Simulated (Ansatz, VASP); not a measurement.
# Hf16N16Cl3 (Cl on HfN(001)): VASP beside Ansatz

Wanted: the spread between two codes on one cell, functional and k mesh. The structure shown is the end of the VASP relaxation below.

Calculated with Ansatz 0.2.0; plane waves, with VASP 6.6.1 beside it; single point at PBEsol.

### 1. Set-up

The cell holds 35 atoms: 16 Hf, 16 N and 3 Cl. Cell: a = 6.378 Å, b = 6.378 Å, c = 25.015 Å, α = 90.0°, β = 90.0°, γ = 90.0°. It derives from HfN. Vacuum lies along c.

Structure file:

```
Hf N Cl
1.0
     6.37810    0.00000    0.00000
     0.00000    6.37810    0.00000
     0.00000    0.00000   25.01500
Hf N Cl
16 16 3
Direct
  0.00000 0.00000 0.31981
  0.00000 0.50000 0.31981
  0.50000 0.00000 0.31981
  0.50000 0.50000 0.31981
  0.25000 0.25000 0.40995
  0.25000 0.75000 0.40995
  0.75000 0.25000 0.40995
  0.75000 0.75000 0.40995
  0.00319 0.99681 0.49894
  0.00319 0.50319 0.49894
  0.49681 0.99681 0.49894
  0.49681 0.50319 0.49894
  0.25000 0.25000 0.59707
  0.25000 0.75000 0.59728
  0.75000 0.25000 0.58748
  0.75000 0.75000 0.59707
  0.25000 0.25000 0.31981
  0.25000 0.75000 0.31981
  0.75000 0.25000 0.31981
  0.75000 0.75000 0.31981
  0.00000 0.00000 0.40995
  0.00000 0.50000 0.40995
  0.50000 0.00000 0.40995
  0.50000 0.50000 0.40995
  0.25000 0.25000 0.50307
  0.25000 0.75000 0.50298
  0.75000 0.25000 0.50378
  0.75000 0.75000 0.50307
  0.99837 0.00163 0.58717
  0.99837 0.49837 0.58717
  0.50163 0.00163 0.58717
  0.50163 0.49837 0.58717
  0.25000 0.25000 0.68991
  0.25000 0.75000 0.68923
  0.75000 0.75000 0.68991
```

### 2. VASP: relaxation, PBEsol

This run makes the geometry at which the two programs are then compared.

Lines of VASP's logs that name or quote its potential files are left out, and so is its time.

Input file INCAR:

```
SYSTEM = Hf16N16Cl3
PREC = Normal
ENCUT = 400
EDIFF = 1E-05
NELM = 120
ISMEAR = 1
SIGMA = 0.1
LREAL = Auto
ALGO = Fast
GGA = PS
NBANDS = 176
LASPH = .TRUE.
LORBIT = 11
LWAVE = .FALSE.
LCHARG = .FALSE.
KPAR = 4
NCORE = 2
IBRION = 2
NSW = 80
ISIF = 2
EDIFFG = -0.04
POTIM = 0.4
MAXMIX = 40
IDIPOL = 3
LDIPOL = .TRUE.
DIPOL = 0.5 0.5 0.474
ISYM = 2
```

Input file POSCAR:

```
Hf16N16Cl3
1.0
    6.3781031660      0.0000000000      0.0000000000
    0.0000000000      6.3781031660      0.0000000000
    0.0000000000      0.0000000000     25.0150000000
Hf N Cl
16 16 3
Selective dynamics
Direct
    0.0000000000      0.0000000000      0.3198081150  F F F
    0.0000000000      0.5000000000      0.3198081150  F F F
    0.5000000000      0.0000000000      0.3198081150  F F F
    0.5000000000      0.5000000000      0.3198081150  F F F
    0.2500000000      0.2500000000      0.4099540280  F F F
    0.2500000000      0.7500000000      0.4099540280  F F F
    0.7500000000      0.2500000000      0.4099540280  F F F
    0.7500000000      0.7500000000      0.4099540280  F F F
    0.0000000000      0.0000000000      0.5000999400  T T T
    0.0000000000      0.5000000000      0.5000999400  T T T
    0.5000000000      0.0000000000      0.5000999400  T T T
    0.5000000000      0.5000000000      0.5000999400  T T T
    0.2500000000      0.2500000000      0.5902458520  T T T
    0.2500000000      0.7500000000      0.5902458520  T T T
    0.7500000000      0.2500000000      0.5902458520  T T T
    0.7500000000      0.7500000000      0.5902458520  T T T
    0.2500000000      0.2500000000      0.3198081150  F F F
    0.2500000000      0.7500000000      0.3198081150  F F F
    0.7500000000      0.2500000000      0.3198081150  F F F
    0.7500000000      0.7500000000      0.3198081150  F F F
    0.0000000000      0.0000000000      0.4099540280  F F F
    0.0000000000      0.5000000000      0.4099540280  F F F
    0.5000000000      0.0000000000      0.4099540280  F F F
    0.5000000000      0.5000000000      0.4099540280  F F F
    0.2500000000      0.2500000000      0.5000999400  T T T
    0.2500000000      0.7500000000      0.5000999400  T T T
    0.7500000000      0.2500000000      0.5000999400  T T T
    0.7500000000      0.7500000000      0.5000999400  T T T
    0.0000000000      0.0000000000      0.5902458520  T T T
    0.0000000000      0.5000000000      0.5902458520  T T T
    0.5000000000      0.0000000000      0.5902458520  T T T
    0.5000000000      0.5000000000      0.5902458520  T T T
    0.2500000000      0.2500000000      0.6801918850  T T T
    0.2500000000      0.7500000000      0.6801918850  T T T
    0.7500000000      0.7500000000      0.6801918850  T T T
```

Input file KPOINTS:

```
Automatic mesh
0
Gamma
4 4 1
0 0 0
```

The projector-augmented-wave data sets are Hf_sv_GW, N and Cl (PBE family, release 64).

Launch:

```sh
> mpirun -np 8 vasp_std
```

Numbers of over 12 decimals in the logs are rounded to 6 here.

Log:

```text
[banner, memory and clock lines left out]
running    8 mpi-ranks, on    1 nodes
[...]
|                                                                             |
|               ----> ADVICE to this user running VASP <----                  |
|                                                                             |
|     You enforced a specific xc type in the INCAR file but a different       |
|     [... a line on the potential file left out ...]
|     I HOPE YOU KNOW WHAT YOU ARE DOING!                                     |
|                                                                             |

 LDA part: xc-table for (Slater+PW92), standard interpolation
 POSCAR, INCAR and KPOINTS ok, starting setup
[...]
entering main loop
       N       E                     dE             d eps       ncg     rms          rms(c)
DAV:   1     0.325167021320E+04    0.32517E+04   -0.14294E+05  2520   0.121E+03
DAV:   2    -0.108936388111E+03   -0.33606E+04   -0.32930E+04  2864   0.403E+02
[...]
RMM:   6    -0.416088286217E+03    0.33511E-04   -0.10327E-04  1944   0.165E-02    0.822E-02
RMM:   7    -0.416088227997E+03    0.58220E-04   -0.31230E-05  1400   0.858E-03    0.372E-02
RMM:   8    -0.416088252385E+03   -0.24387E-04   -0.18723E-05  1306   0.618E-03    0.382E-02
RMM:   9    -0.416088321201E+03   -0.68816E-04   -0.82091E-06  1177   0.400E-03    0.355E-02
RMM:  10    -0.416088343593E+03   -0.22392E-04   -0.53270E-06   985   0.308E-03    0.161E-02
RMM:  11    -0.416088350935E+03   -0.73420E-05   -0.36657E-06   880   0.280E-03
   9 F= -.41608835E+03 E0= -.41608952E+03  d E =-.266886E-01
[... from here on, the cycles between the ionic steps are left out ...]
  10 F= -.41610131E+03 E0= -.41610276E+03  d E =-.129556E-01
  11 F= -.41610311E+03 E0= -.41610470E+03  d E =-.147564E-01
  12 F= -.41610689E+03 E0= -.41610779E+03  d E =-.378067E-02
  13 F= -.41610776E+03 E0= -.41610827E+03  d E =-.465400E-02
  14 F= -.41611014E+03 E0= -.41611039E+03  d E =-.237487E-02
  15 F= -.41611045E+03 E0= -.41611058E+03  d E =-.268887E-02
  16 F= -.41611060E+03 E0= -.41611053E+03  d E =-.150840E-03
  17 F= -.41611084E+03 E0= -.41611086E+03  d E =-.385718E-03
[...]
reached required accuracy - stopping structural energy minimisation
```

Parts of OUTCAR (step 2):

```text
  Total      -32.7382150    -32.7382150    -17.6814454     -0.0000000     -0.0000000      0.0000000
  in kB      -51.5444597    -51.5444597    -27.8384314     -0.0000000     -0.0000000      0.0000000
  external PRESSURE =     -43.6424503 kB  Pullay stress =       0.0000000 kB

 POSITION                                       TOTAL-FORCE (eV/Angst)
 -----------------------------------------------------------------------------------
      0.00000      0.00000      8.00000         0.082883     -0.082883      1.759778
      0.00000      3.18905      8.00000         0.082883      0.082883      1.759778
      3.18905      0.00000      8.00000        -0.082883     -0.082883      1.759778
      3.18905      3.18905      8.00000        -0.082883      0.082883      1.759778
      1.59453      1.59453     10.25500        -0.000000     -0.000000      0.138547
      1.59453      4.78358     10.25500        -0.000000     -0.000000      0.217472
      4.78358      1.59453     10.25500        -0.000000     -0.000000      0.595736
      4.78358      4.78358     10.25500        -0.000000     -0.000000      0.138547
      0.02035      6.35776     12.48100         0.001442     -0.001442     -0.005347
      0.02035      3.20940     12.48100         0.001442      0.001442     -0.005347
      3.16870      6.35776     12.48100        -0.001442     -0.001442     -0.005347
      3.16870      3.20940     12.48100        -0.001442      0.001442     -0.005347
      1.59453      1.59453     14.93573        -0.000000     -0.000000     -0.019545
      1.59453      4.78358     14.94089        -0.000000     -0.000000      0.004259
[...]
-----------------------------------------------------------------------------------
    total drift:                                0.000000     -0.000000      0.035286

  FREE ENERGIE OF THE ION-ELECTRON SYSTEM (eV)
  ---------------------------------------------------
  free  energy   TOTEN  =      -416.1108359005 eV

  energy  without entropy=     -416.1109054867  energy(sigma->0) =     -416.11085910

 reached required accuracy - stopping structural energy minimisation

[... 3 further parts left out ...]
[key lines of the parts left out:]
E-fermi :   2.1964
```

This run has no spin polarisation. Its electron count is odd, so without a moment it is a metal by construction. The run keeps the 8 symmetry operations of its start, so it cannot find a distortion of lower symmetry.

[end of part 1 of 2]

[Lines on the potential files, build, host, timing and source positions are cut from VASP's logs without a mark.]

[Logs are printed without paths, hosts, clocks, repeated set-up lines and the standing remarks that a program may print on its own settings, such as how far it seeks lower states.]

[Hosts, paths, dates, database ids (printed as entryN), source tags and the programs' standing remarks are cut or masked in the printed files.]
